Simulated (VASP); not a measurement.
# ZnSe (Stilleite): input slips in a band-gap run and what they do

Aim: see how common mistakes in a band-structure run show up, on ZnSe (Stilleite). The starting structure is a measured crystal structure from the Crystallography Open Database. Cell and atoms stay as given unless a step says otherwise.

Program: VASP 6.6.1. Level of theory: Kohn-Sham DFT with plane waves and PAW; LDA. Results are calculated unless marked as measured.

## 1. Starting point

It takes space group F-43m (No. 216, cubic). The conventional cell has a = 5.668 Å, b = 5.668 Å, c = 5.668 Å, α = 90.00°, β = 90.00°, γ = 90.00°. Nearest to Se lie 4 Zn at 2.45 Å. Nearest to Zn lie 4 Se at 2.45 Å. Farther neighbours and most contacts between anions are not listed.

## 2. Reference bands

INCAR reads:

```
SYSTEM = ZnSe
PREC = Accurate
ENCUT = 350
EDIFF = 1E-06
NELM = 100
ISMEAR = 0
SIGMA = 0.03
LREAL = .FALSE.
ALGO = Normal
GGA = CA
NBANDS = 21
LORBIT = 11
LWAVE = .FALSE.
LCHARG = .FALSE.
KPAR = 4
LASPH = .TRUE.
```

POSCAR reads:

```
ZnSe
1.0
    0.0000000000      2.8338000000      2.8338000000
    2.8338000000      0.0000000000      2.8338000000
    2.8338000000      2.8338000000      0.0000000000
Se Zn
1 1
Direct
    0.7500000000      0.7500000000      0.7500000000
    0.0000000000      0.0000000000      0.0000000000
```

KPOINTS reads:

```
Automatic mesh
0
Gamma
6 6 6
0 0 0
```

KPOINTS_OPT reads:

```
Line mode
10
Line-mode
Reciprocal
  0.00000000   0.00000000   0.00000000 GAMMA
  0.50000000   0.00000000   0.50000000 X

  0.50000000   0.00000000   0.50000000 X
  0.50000000   0.25000000   0.75000000 W

  0.50000000   0.25000000   0.75000000 W
  0.37500000   0.37500000   0.75000000 K

  0.37500000   0.37500000   0.75000000 K
  0.00000000   0.00000000   0.00000000 GAMMA

  0.00000000   0.00000000   0.00000000 GAMMA
  0.50000000   0.50000000   0.50000000 L

  0.50000000   0.50000000   0.50000000 L
  0.62500000   0.25000000   0.62500000 U

  0.62500000   0.25000000   0.62500000 U
  0.50000000   0.25000000   0.75000000 W

  0.50000000   0.25000000   0.75000000 W
  0.50000000   0.50000000   0.50000000 L

  0.50000000   0.50000000   0.50000000 L
  0.37500000   0.37500000   0.75000000 K

  0.62500000   0.25000000   0.62500000 U
  0.50000000   0.00000000   0.50000000 X
```

PAW data sets: Se and Zn (LDA family, release 64).

Command:

```
mpirun -np 4 vasp_std
```

Output:

```text
[banner, memory and clock lines left out]
running    4 mpi-ranks, on    1 nodes
 distrk:  each k-point on    1 cores,    4 groups
 distr:  one band on    1 cores,    1 groups

 POSCAR found type information on POSCAR SeZn
 POSCAR found :  2 types and       2 ions
 LDA part: xc-table for (Slater(with rela. corr.)+CA(PZ))
 , standard interpolation
 POSCAR, INCAR and KPOINTS ok, starting setup
 FFT: planning ... GRIDC
 FFT: planning ... GRID_SOFT
 FFT: planning ... GRID
 WAVECAR not read
 entering main loop
       N       E                     dE             d eps       ncg     rms          rms(c)
DAV:   1     0.869128996731E+02    0.86913E+02   -0.65398E+03   672   0.756E+02
DAV:   2    -0.116775523626E+01   -0.88081E+02   -0.81211E+02   720   0.189E+02
DAV:   3    -0.759141396566E+01   -0.64237E+01   -0.63647E+01   765   0.517E+01
DAV:   4    -0.765083141961E+01   -0.59417E-01   -0.59394E-01   782   0.516E+00
DAV:   5    -0.765104736955E+01   -0.21595E-03   -0.21595E-03   757   0.306E-01    0.481E+00
DAV:   6    -0.737604005156E+01    0.27501E+00   -0.36304E-01   887   0.181E+01    0.365E+00
DAV:   7    -0.734835572649E+01    0.27684E-01   -0.99758E-02   762   0.255E+00    0.153E+00
DAV:   8    -0.734360283062E+01    0.47529E-02   -0.29033E-03   929   0.685E-01    0.381E-01
DAV:   9    -0.734308018253E+01    0.52265E-03   -0.91551E-04   742   0.176E-01    0.566E-02
DAV:  10    -0.734309844601E+01   -0.18263E-04   -0.10085E-04   825   0.841E-02    0.161E-02
DAV:  11    -0.734309142332E+01    0.70227E-05   -0.11024E-05   967   0.471E-02    0.628E-03
DAV:  12    -0.734309145073E+01   -0.27410E-07   -0.19233E-06   741   0.711E-03
   1 F= -.73430915E+01 E0= -.73430915E+01  d E =-.394725E-15
 Start KPOINTS_OPT (optional k-point list driver)
k-point batch [1-16\100]
       N       E                     dE             ncg
DAV:   1     0.316049562976E+03   -0.59144E+04      680
DAV:   2    -0.110380092089E+04   -0.14199E+04      705
DAV:   3    -0.120916253207E+04   -0.10536E+03      798
DAV:   4    -0.121014063159E+04   -0.97810E+00      826
DAV:   5    -0.121014374710E+04   -0.31155E-02      780
DAV:   6    -0.121014376455E+04   -0.17448E-04      817
DAV:   7    -0.121014376466E+04   -0.11379E-06      623
[...]
k-point batch [97-100\100]
       N       E                     dE             ncg
DAV:   1     0.651802774829E+04   -0.20708E+04      168
DAV:   2     0.616507242445E+04   -0.35296E+03      181
DAV:   3     0.613849513582E+04   -0.26577E+02      203
DAV:   4     0.613823892867E+04   -0.25621E+00      183
DAV:   5     0.613823814423E+04   -0.78444E-03      203
DAV:   6     0.613823813949E+04   -0.47468E-05      188
DAV:   7     0.613823813945E+04   -0.34857E-07      171
```

Elapsed: 3.2 s, on 4 MPI ranks of Intel Xeon 6975P-C (Granite Rapids), shared host; peak memory 0.49 GiB.

The logs omit lines about the potential files and the build; timing stands in the text.

OUTCAR, selected parts (step 2):

```text
ion  position               nearest neighbor table
   1  0.750  0.750  0.750-   2 2.45   2 2.45   2 2.45   2 2.45
   2  0.000  0.000  0.000-   1 2.45   1 2.45   1 2.45   1 2.45

  LATTYP: Found a face centered cubic cell.
 ALAT       =     5.6676000000

 Subroutine GETGRP returns: Found 24 space group operations
 (whereof 24 operations were pure point group operations)

The static configuration has the point symmetry T_d .

 Found     16 irreducible k-points:

   k-points           NKPTS =     16   k-points in BZ     NKDIM =     16   number of bands    NBANDS=     21

   dimension x,y,z NGX =    24 NGY =   24 NGZ =   24
   dimension x,y,z NGXF=    48 NGYF=   48 NGZF=   48

   ENCUT  =  350.0 eV  25.72 Ry    5.07 a.u.   6.11  6.11  6.11*2*pi/ulx,y,z

   NELECT =      18.0000    total number of electrons

 k-points in reciprocal lattice and weights: Automatic mesh
   0.00000000  0.00000000  0.00000000       0.005
   0.16666667  0.00000000  0.00000000       0.037
   0.33333333  0.00000000  0.00000000       0.037
   0.50000000  0.00000000  0.00000000       0.019
   0.16666667  0.16666667  0.00000000       0.028
   0.33333333  0.16666667  0.00000000       0.111
   0.50000000  0.16666667  0.00000000       0.111
  -0.33333333  0.16666667  0.00000000       0.111
  -0.16666667  0.16666667  0.00000000       0.056
[...]
-0.33333333  0.33333333  0.16666667       0.111
  -0.33333333  0.50000000  0.16666667       0.056

 average (electrostatic) potential at core
       1 -62.1745       2 -38.1857

 E-fermi :   1.6698

 k-point     1 :       0.0000    0.0000    0.0000
  band No.  band energies     occupation
    ...
      5      -4.7928      2.00000
      6      -4.7928      2.00000
      7       1.5135      2.00000
      8       1.5135      2.00000
      9       1.5135      2.00000
     10       2.5762      0.00000
     11       7.2087      0.00000
     12       7.2087      0.00000
     13       7.2087      0.00000
     14      11.1506      0.00000
    ...

 k-point     2 :       0.1667    0.0000    0.0000
  band No.  band energies     occupation
    ...
      5      -4.7946      2.00000
      6      -4.7946      2.00000
      7      -0.4584      2.00000
      8       1.2574      2.00000
      9       1.2574      2.00000
     10       3.8923      0.00000
     11       7.2453      0.00000
     12       7.6128      0.00000
     13       7.6128      0.00000
     14      11.9191      0.00000
    ...

 k-point     3 :       0.3333    0.0000    0.0000
  band No.  band energies     occupation
    ...
      5      -4.7865      2.00000
      6      -4.7865      2.00000
      7      -2.6181      2.00000
      8       0.8262      2.00000
      9       0.8262      2.00000
     10       4.0169      0.00000
     11       7.8864      0.00000
     12       7.8864      0.00000
     13       8.9021      0.00000
     14      11.6860      0.00000
    ...

  Total       -0.9413747     -0.9413747     -0.9413747      0.0000000      0.0000000     -0.0000000
  in kB      -33.1387050    -33.1387050    -33.1387050      0.0000000      0.0000000     -0.0000000
  external PRESSURE =     -33.1387050 kB  Pullay stress =       0.0000000 kB

  energy-cutoff  :      350.00
  volume of cell :       45.51
      direct lattice vectors                 reciprocal lattice vectors
     0.000000000  2.833800000  2.833800000    -0.176441527  0.176441527  0.176441527
     2.833800000  0.000000000  2.833800000     0.176441527 -0.176441527  0.176441527
     2.833800000  2.833800000  0.000000000     0.176441527  0.176441527 -0.176441527

 POSITION                                       TOTAL-FORCE (eV/Angst)
 -----------------------------------------------------------------------------------
      4.25070      4.25070      4.25070        -0.000000      0.000000     -0.000000
      0.00000      0.00000      0.00000         0.000000     -0.000000      0.000000
 -----------------------------------------------------------------------------------
    total drift:                                0.000003      0.000003      0.000001

  FREE ENERGIE OF THE ION-ELECTRON SYSTEM (eV)
  ---------------------------------------------------
  free  energy   TOTEN  =        -7.3430914507 eV

  energy  without entropy=       -7.3430914507  energy(sigma->0) =       -7.34309145

 total charge
# of ion       s       p       d       tot
------------------------------------------
    1        1.441   2.411   0.030   3.883
    2        0.545   0.454   9.779  10.779
--------------------------------------------------
tot          1.987   2.866   9.809  14.662

[... 3 further parts left out ...]
```

Spin-orbit coupling is off here; it would split degenerate levels. At this level the cell is under a tension of 3.3 GPa, so at these settings it is away from equilibrium.

The reference gap is 1.063 eV.

## 3. Bands with one electron missing

A slip made on purpose: one electron missing. Against step 2 the input has NELECT = 17 (also changed: NELM).

Changes to INCAR since step 2:

```diff
@@ -4,3 +4,3 @@
 EDIFF = 1E-06
-NELM = 100
+NELM = 60
 ISMEAR = 0
@@ -16 +16,2 @@
 LASPH = .TRUE.
+NELECT = 17
```

POSCAR is that of step 2.

KPOINTS is that of step 2.

KPOINTS_OPT is that of step 2.

Command:

```
mpirun -np 4 vasp_std
```

Output:

```text
[... set-up lines as in an earlier step ...]
 entering main loop
       N       E                     dE             d eps       ncg     rms          rms(c)
DAV:   1     0.785605872788E+02    0.78561E+02   -0.58406E+03   672   0.681E+02
DAV:   2    -0.209808993752E+01   -0.80659E+02   -0.72843E+02   720   0.176E+02
DAV:   3    -0.805506101326E+01   -0.59570E+01   -0.58827E+01   765   0.487E+01
DAV:   4    -0.811114362104E+01   -0.56083E-01   -0.56058E-01   782   0.487E+00
DAV:   5    -0.811134874648E+01   -0.20513E-03   -0.20512E-03   757   0.290E-01BRMIX: very serious problems
 the old and the new charge density differ
 old charge density:    18.00000 new   17.00000
BRMIX: very serious problems
 the old and the new charge density differ
 old charge density:    18.00000 new   17.00000
BRMIX: very serious problems
 the old and the new charge density differ
 old charge density:    18.00000 new   17.00000
BRMIX: very serious problems
 the old and the new charge density differ
 old charge density:    18.00000 new   17.00000
    0.438E+00
[...]
DAV:  10    -0.794087548019E+01   -0.82035E-04   -0.21839E-04   757   0.835E-02    0.122E-02
DAV:  11    -0.794087748460E+01   -0.20044E-05   -0.90470E-06   848   0.521E-02    0.876E-03
DAV:  12    -0.794087690078E+01    0.58383E-06   -0.44471E-06   796   0.292E-02
   1 F= -.79408769E+01 E0= -.79400663E+01  d E =-.162111E-02
 Start KPOINTS_OPT (optional k-point list driver)
k-point batch [1-16\100]
       N       E                     dE             ncg
DAV:   1     0.717546524781E+02   -0.56321E+04      688
DAV:   2    -0.120468187367E+04   -0.12764E+04      710
DAV:   3    -0.129917322264E+04   -0.94491E+02      806
DAV:   4    -0.130010284802E+04   -0.92963E+00      803
DAV:   5    -0.130010618331E+04   -0.33353E-02      811
DAV:   6    -0.130010620497E+04   -0.21651E-04      782
DAV:   7    -0.130010620513E+04   -0.16369E-06      654
[...]
k-point batch [97-100\100]
       N       E                     dE             ncg
DAV:   1     0.596903187486E+04   -0.19810E+04      168
DAV:   2     0.564972251214E+04   -0.31931E+03      181
DAV:   3     0.562562203250E+04   -0.24100E+02      208
DAV:   4     0.562537625518E+04   -0.24578E+00      178
DAV:   5     0.562537539008E+04   -0.86511E-03      208
DAV:   6     0.562537538391E+04   -0.61656E-05      193
DAV:   7     0.562537538386E+04   -0.51886E-07      176
```

It took 3.2 s on 4 MPI ranks; peak memory 0.5 GiB.

Parts of OUTCAR (step 3):

```text
  Total       -8.6429262     -8.6429262     -8.6429262      0.0000000      0.0000000      0.0000000
  in kB     -304.2522543   -304.2522543   -304.2522543      0.0000000      0.0000000      0.0000000
  external PRESSURE =    -304.2522543 kB  Pullay stress =       0.0000000 kB

 POSITION                                       TOTAL-FORCE (eV/Angst)
 -----------------------------------------------------------------------------------
      4.25070      4.25070      4.25070         0.000000     -0.000000      0.000000
      0.00000      0.00000      0.00000        -0.000000      0.000000     -0.000000
 -----------------------------------------------------------------------------------
    total drift:                                0.000003      0.000003      0.000002

  FREE ENERGIE OF THE ION-ELECTRON SYSTEM (eV)
  ---------------------------------------------------
  free  energy   TOTEN  =        -7.9408769008 eV

  energy  without entropy=       -7.9392557897  energy(sigma->0) =       -7.94006635

[... 2 parts as in an earlier step ...]

[... 1 further part left out ...]
[key lines of the parts left out:]
E-fermi :  -0.0395
```

With one electron missing there is no gap to read, since by its occupations the run counts as a metal (its levels may still leave one).

## 4. Bands with a cutoff far too low

A slip made on purpose: a cutoff far too low. Against step 2 the input has ENCUT = 120 (also changed: NELM).

Changes to INCAR since step 3:

```diff
@@ -2,3 +2,3 @@
 PREC = Accurate
-ENCUT = 350
+ENCUT = 120
 EDIFF = 1E-06
@@ -16,2 +16 @@
 LASPH = .TRUE.
-NELECT = 17
```

POSCAR is that of step 3.

KPOINTS is that of step 3.

KPOINTS_OPT is that of step 3.

Command:

```
mpirun -np 4 vasp_std
```

Output:

```text
[... set-up lines as in an earlier step ...]
 entering main loop
       N       E                     dE             d eps       ncg     rms          rms(c)
DAV:   1     0.450915631514E+02    0.45092E+02   -0.34610E+03   754   0.253E+02
DAV:   2     0.105337653413E+02   -0.34558E+02   -0.32974E+02   772   0.853E+01
DAV:   3     0.991642004054E+01   -0.61735E+00   -0.61573E+00   767   0.105E+01
DAV:   4     0.991576007873E+01   -0.65996E-03   -0.65996E-03   762   0.379E-01
[...]
DAV:  11     0.261049098652E+02    0.23654E-04   -0.16350E-04   752   0.793E-02    0.449E-02
DAV:  12     0.261049162756E+02    0.64104E-05   -0.13999E-05   732   0.211E-02    0.751E-03
DAV:  13     0.261049162751E+02   -0.44656E-09   -0.61666E-07   523   0.536E-03
   1 F= 0.26104916E+02 E0= 0.26104916E+02  d E =-.148120E-11
 Start KPOINTS_OPT (optional k-point list driver)
k-point batch [1-16\100]
       N       E                     dE             ncg
DAV:   1    -0.186843009419E+04   -0.53384E+04      818
DAV:   2    -0.248589123480E+04   -0.61746E+03      781
DAV:   3    -0.249394393866E+04   -0.80527E+01      827
DAV:   4    -0.249395307683E+04   -0.91382E-02      737
DAV:   5    -0.249395308903E+04   -0.12206E-04      836
DAV:   6    -0.249395308906E+04   -0.21382E-07      575
[...]
k-point batch [97-100\100]
       N       E                     dE             ncg
DAV:   1     0.327317916767E+04   -0.17358E+04      184
DAV:   2     0.311025203254E+04   -0.16293E+03      212
DAV:   3     0.310827273999E+04   -0.19793E+01      208
DAV:   4     0.310827046637E+04   -0.22736E-02      198
DAV:   5     0.310827046305E+04   -0.33214E-05      203
DAV:   6     0.310827046304E+04   -0.60545E-08      171
```

Run time: 1.4 s. Hardware: 4 MPI ranks; peak memory 0.39 GiB.

OUTCAR, selected parts (step 4):

```text
  Total     -174.5577521   -174.5577521   -174.5577521      0.0000000     -0.0000000      0.0000000
  in kB    -6144.8620759  -6144.8620759  -6144.8620759      0.0000000     -0.0000000      0.0000000
  external PRESSURE =   -6144.8620759 kB  Pullay stress =       0.0000000 kB

 POSITION                                       TOTAL-FORCE (eV/Angst)
 -----------------------------------------------------------------------------------
      4.25070      4.25070      4.25070         0.000000      0.000000     -0.000000
      0.00000      0.00000      0.00000        -0.000000     -0.000000      0.000000
 -----------------------------------------------------------------------------------
    total drift:                                0.000073      0.000073      0.000053

  FREE ENERGIE OF THE ION-ELECTRON SYSTEM (eV)
  ---------------------------------------------------
  free  energy   TOTEN  =        26.1049162751 eV

  energy  without entropy=       26.1049162751  energy(sigma->0) =       26.10491628

[... 1 part as in an earlier step ...]

[... 2 further parts left out ...]
[key lines of the parts left out:]
E-fermi :   1.3875
```

With a cutoff far too low the gap is 0.294 eV, -0.768 eV from the reference.

(Continued in part 2 of 2.)

[Lines on the potential files, build, host, timing and source positions are cut from VASP's logs without a mark.]

[Logs are printed without paths, hosts, clocks, repeated set-up lines and the standing remarks that a program may print on its own settings, such as how far it seeks lower states.]

[Hosts, paths, dates, database ids (printed as entryN), source tags and the programs' standing remarks are cut or masked in the printed files.]
